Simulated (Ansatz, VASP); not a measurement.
Two plane-wave programs on Si3Bi2Te2

```xyz
7
Lattice="-2.8588 2.8588 6.2328 2.8588 -2.8588 6.2328 2.8588 2.8588 -6.2328" Properties=species:S:1:pos:R:3 pbc="T T T"
Si    0.0000    0.0000    6.2328
Si    0.0000    0.0000    3.7760
Si    0.0000    0.0000    8.6896
Bi    0.0000    2.8588    0.0000
Bi    2.8588    0.0000    0.0000
Te    0.0000    2.8588    3.1164
Te    2.8588    0.0000    3.1164
```

Alike in both runs: functional PBE; k mesh 4 × 4 × 4; occupations gaussian, width 0.2 eV; no spin polarisation.

Ansatz relaxed the structure, and its values are those at the end. VASP's run is a single point on that final structure, the one shown.

|  | VASP | Ansatz |
| --- | --- | --- |
| version | VASP 6.6.1 | Ansatz 0.2.0 |
| potentials or method | VASP PAW PBE potentials, release 64 (Si, Bi_d, Te) | scalar-relativistic, plane waves, PAW |
| plane-wave cutoff (eV) | 520 | 420 |
| valence electrons in the cell | 54 | 74 |

```csv
,VASP,Ansatz,Ansatz less VASP
gap on the k mesh at the Fermi level (eV),none,none,-
pressure (GPa),0.3,0.3,+0.05
rms of the force components (eV/Å),0.004,0.005,+0.0016
```

A gap of «none» marks a metal or a gap that the smearing closes. The two sets of potentials don't hold the same shells in valence.

Caveats: the k mesh is coarse (spacing up to 0.39 Å⁻¹), so the values aren't converged; spin-orbit coupling is left out, which moves the levels of the heavy elements.
